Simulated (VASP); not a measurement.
Data:

```yaml
crystal:
  lattice:
    - [4.38415, 0.00000, 0.00000]
    - [0.00000, 4.38415, 0.00000]
    - [0.00000, 0.00000, 4.36676]
  atoms:
    - { symbol: Ti, position: [0.00000, 0.00000, 0.00000] }
    - { symbol: Ti, position: [0.50000, 0.50000, 0.00000] }
    - { symbol: C, position: [0.50000, 0.50000, 0.50000] }
    - { symbol: C, position: [0.00000, 0.00000, 0.50000] }
    - { symbol: C, position: [0.00000, 0.50000, 0.00000] }
    - { symbol: C, position: [0.50000, 0.00000, 0.00000] }
    - { symbol: Nb, position: [0.50000, 0.00000, 0.50000] }
    - { symbol: Nb, position: [0.00000, 0.50000, 0.50000] }
```

These are PBEsol GGA, VASP's PBE PAW potentials (set 64) (plane waves; VASP 6.6.1) values and carry that method's errors. Numerical set-up: 520 eV cut-off, 8×8×8 Γ-centred mesh, tetrahedra with Blöchl corrections, potentials Ti_sv C Nb_sv.

The cores are frozen, which limits the accuracy of field gradients.

Problem. Give the principal components of the electric field gradient (V/Å²) and the asymmetry η at each nucleus.

Solution. 
```
atom   Vxx   Vyy    Vzz     η
----  ----  ----  -----  ----
Ti1    0.7   0.7   -1.4  0.00
Ti2    0.7   0.7   -1.4  0.00
C3    -1.9  -1.9    3.7  0.00
C4    -1.9  -1.9    3.7  0.00
C5     2.4   2.4   -4.8  0.00
C6     2.4   2.4   -4.8  0.00
Nb7    5.2   5.2  -10.5  0.00
Nb8    5.2   5.2  -10.5  0.00
```

The structure was generated: Nb2Ti2C4 was put into an ordered model structure (P4/mmm), which need not be its known phase. It was relaxed first.
